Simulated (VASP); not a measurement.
OSZICAR of a VASP run on SiO$_{2}$ (rutile):

OSZICAR:
```
       N       E                     dE             d eps       ncg     rms          rms(c)
DAV:   1     0.154142559327E+03    0.15414E+03   -0.18657E+04   960   0.158E+03
DAV:   2    -0.655920912988E+02   -0.21973E+03   -0.20839E+03  1312   0.331E+02
DAV:   3    -0.728177130791E+02   -0.72256E+01   -0.72067E+01  1152   0.653E+01
DAV:   4    -0.728709522724E+02   -0.53239E-01   -0.53157E-01  1128   0.636E+00
DAV:   5    -0.728715508684E+02   -0.59860E-03   -0.59850E-03  1104   0.647E-01    0.179E+01
DAV:   6    -0.599613612290E+02    0.12910E+02   -0.10553E+01  1100   0.217E+01    0.980E+00
DAV:   7    -0.584377060725E+02    0.15237E+01   -0.20132E+00  1024   0.140E+01    0.335E+00
DAV:   8    -0.614921296052E+02   -0.30544E+01   -0.12282E+00  1044   0.956E+00    0.195E+00
DAV:   9    -0.584175806520E+02    0.30745E+01   -0.94330E-01  1024   0.729E+00    0.670E-01
DAV:  10    -0.586349663461E+02   -0.21739E+00   -0.63100E-02  1120   0.270E+00    0.459E-01
DAV:  11    -0.587410284100E+02   -0.10606E+00   -0.27021E-02  1080   0.138E+00    0.168E-01
DAV:  12    -0.587850691282E+02   -0.44041E-01   -0.21139E-02   992   0.185E+00    0.117E-01
DAV:  13    -0.587853488676E+02   -0.27974E-03   -0.12636E-03  1052   0.420E-01    0.655E-02
DAV:  14    -0.587858660409E+02   -0.51717E-03   -0.82303E-04  1116   0.216E-01    0.276E-02
DAV:  15    -0.587858938488E+02   -0.27808E-04   -0.79766E-05  1084   0.939E-02    0.109E-02
DAV:  16    -0.587859148302E+02   -0.20981E-04   -0.11635E-05  1016   0.435E-02    0.799E-03
DAV:  17    -0.587859147990E+02    0.31197E-07   -0.28581E-06  1132   0.123E-02    0.367E-03
DAV:  18    -0.587859152272E+02   -0.42828E-06   -0.22605E-07  1052   0.517E-03    0.133E-03
DAV:  19    -0.587859152186E+02    0.86529E-08   -0.19804E-07  1116   0.394E-03    0.598E-04
DAV:  20    -0.587859152291E+02   -0.10468E-07   -0.25195E-08   716   0.175E-03    0.299E-04
DAV:  21    -0.587859152400E+02   -0.10975E-07   -0.55061E-09   564   0.704E-04    0.899E-05
DAV:  22    -0.587859152453E+02   -0.52642E-08   -0.10973E-09   564   0.340E-04
   1 F= -.58785915E+02 E0= -.58785915E+02  d E =-.587859E+02
       N       E                     dE             d eps       ncg     rms          rms(c)
DAV:   1    -0.587859141252E+02    0.11148E-05   -0.98031E-03   980   0.853E-01    0.243E-02
DAV:   2    -0.587859256359E+02   -0.11511E-04   -0.24051E-04  1128   0.126E-01    0.105E-02
DAV:   3    -0.587859223849E+02    0.32511E-05   -0.39343E-06  1108   0.280E-02    0.566E-03
DAV:   4    -0.587859210708E+02    0.13140E-05   -0.67904E-06  1008   0.271E-02    0.136E-03
DAV:   5    -0.587859225435E+02   -0.14727E-05   -0.33315E-06  1012   0.250E-02    0.884E-04
DAV:   6    -0.587859231130E+02   -0.56946E-06   -0.58556E-07  1016   0.868E-03    0.582E-04
DAV:   7    -0.587859231120E+02    0.95588E-09   -0.38975E-08  1060   0.198E-03
   2 F= -.58785923E+02 E0= -.58785923E+02  d E =-.786674E-05
       N       E                     dE             d eps       ncg     rms          rms(c)
DAV:   1    -0.587859260841E+02   -0.29711E-05   -0.14613E-03   980   0.329E-01    0.934E-03
DAV:   2    -0.587859275345E+02   -0.14504E-05   -0.35753E-05  1128   0.484E-02    0.407E-03
DAV:   3    -0.587859269541E+02    0.58037E-06   -0.58325E-07  1108   0.108E-02    0.220E-03
DAV:   4    -0.587859265917E+02    0.36242E-06   -0.10041E-06  1004   0.105E-02    0.515E-04
DAV:   5    -0.587859268147E+02   -0.22303E-06   -0.49321E-07  1012   0.962E-03    0.341E-04
DAV:   6    -0.587859268889E+02   -0.74184E-07   -0.83949E-08  1016   0.330E-03    0.224E-04
DAV:   7    -0.587859268721E+02    0.16839E-07   -0.53903E-09   616   0.744E-04    0.620E-05
DAV:   8    -0.587859268751E+02   -0.29895E-08   -0.24715E-09   548   0.590E-04
   3 F= -.58785927E+02 E0= -.58785927E+02  d E =-.376302E-05
```

Q: Which electronic solver shows in the log?

A: It is blocked Davidson (ALGO = Normal, or the opening steps of other solvers). The INCAR had ALGO = Normal.

Q: Can the final energy be trusted as converged?

A: Self-consistency was reached. It stopped with EDIFF = 1E-8, NELM = 100, NSW = 30 and EDIFFG = -0.001 after 3 ionic steps (r2SCAN meta-GGA, plane waves, VASP's PBE PAW potentials (set 64)).

The compound is SiO2 in the rutile structure, stishovite, a high-pressure form. This run relaxes the ions in a fixed cell. Symmetry was kept, so distortions that lower it aren't found. The start is the result of an earlier pass.
